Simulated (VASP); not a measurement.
The system is C.

```
C
1.0
     2.46100    0.00000    0.00000
    -1.23050    2.13129    0.00000
     0.00000    0.00000    6.70800
C
4
Direct
  0.00000 0.00000 0.25000
  0.33333 0.66667 0.25000
  0.00000 0.00000 0.75000
  0.66667 0.33333 0.75000
```

The cell was built by a generator and needn't be a form met in nature.

Base run:

* Program: VASP 6.6.1
* Functional: r2SCAN
* Dispersion: rVV10
* Potentials or basis: VASP PAW PBE potentials, release 64 (C)
* Cutoff: 520 eV
* k mesh: 16 × 16 × 4
* Occupations: fermi-dirac, width 0.05 eV
* Spin: no spin polarisation

Its results: band gap on the k mesh 0.59 eV, direct; pressure -1.3 GPa.

Task: The run is repeated on the same cell with these changes: functional from r2SCAN to SCAN. What comes out?

Result: Band gap on the k mesh 0.59 eV, direct; pressure -2.8 GPa.

Caveats: the PAW data sets were made with another functional, which shifts forces and pressure a little.

A k mesh can miss the band edges.

Not every run made on this cell is shown here.
